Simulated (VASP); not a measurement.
```yaml
crystal:
  lattice:
    - [0.00000, 2.97000, 2.97000]
    - [2.97000, 0.00000, 2.97000]
    - [2.97000, 2.97000, 0.00000]
  atoms:
    - { symbol: Pb, position: [0.00000, 0.00000, 0.00000] }
    - { symbol: S, position: [0.50000, 0.50000, 0.50000] }
```

Computed with PBE GGA, VASP's PBE PAW potentials (set 64) (plane waves; VASP). Numerical set-up: 300 eV cut-off, 7×7×7 Γ-centred mesh, Fermi-Dirac smearing of 0.050 eV, potentials Pb_d S.

At this cut-off the stress carries a Pulay error, which pulls relaxed volumes low.

Give the stress tensor in GPa (positive for a compressed cell).

```
1.37  0.00  0.00
0.00  1.37  0.00
0.00  0.00  1.37
```
The pressure is its mean diagonal, 1.37 GPa.

The structure is a typed PbS crystal (Fm-3m). The cell was not relaxed at this level.
